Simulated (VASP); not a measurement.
VASP ran on this input.

**KPOINTS**
```
Automatic mesh
0
Gamma
14 14 14
0 0 0
```

**POSCAR**
```
Ir
2.758660
  0.0000000000   0.7071067112   0.7071067112
  0.7071067112   0.0000000000   0.7071067112
  0.7071067112   0.7071067112   0.0000000000
Ir
1
direct
  0.0000000000   0.0000000000   0.0000000000
```

**INCAR**
```
SYSTEM = Ir
PREC = Accurate
ENCUT = 300
EDIFF = 1E-6
NELM = 100
ALGO = Normal
LREAL = .FALSE.
LASPH = .TRUE.
ISMEAR = 0
SIGMA = 0.136
GGA = PE
LMAXMIX = 6
LWAVE = .FALSE.
LCHARG = .FALSE.
ISIF = 2
```

POTCAR, in this order: Ir (PBE.64 set). Program: vasp_std.

Problem. Translate this PBE calculation to Quantum ESPRESSO's pw.x.

Solution. One equivalent input (not run):
```
&CONTROL
  calculation = 'scf'
  pseudo_dir = './pseudo'
  outdir = './out'
  tprnfor = .true.
  tstress = .true.
/
&SYSTEM
  ibrav = 0
  nat = 1
  ntyp = 1
  ecutwfc = 68
  occupations = 'smearing'
  smearing = 'gaussian'
  degauss = 0.009996
  input_dft = 'pbe'
/
&ELECTRONS
  conv_thr = 7.3e-08
  electron_maxstep = 100
/
ATOMIC_SPECIES
  Ir 192.217 Ir.upf
CELL_PARAMETERS angstrom
     0.0000000    1.9506670    1.9506670
     1.9506670    0.0000000    1.9506670
     1.9506670    1.9506670    0.0000000
ATOMIC_POSITIONS crystal
  Ir   0.0000000  0.0000000  0.0000000
K_POINTS automatic
  14 14 14 0 0 0
```
What does not carry over: the potentials are each code's own (VASP's PAW set, PseudoDojo norm-conserving files in pw.x), so ENCUT and ecutwfc are chosen apart and not converted; conv_thr bounds pw.x's estimated SCF error, while EDIFF bounds the energy change between steps.

The structure comes from a computed database's Ir entry; how it stands against other phases isn't given here. The cell was not relaxed at this level.
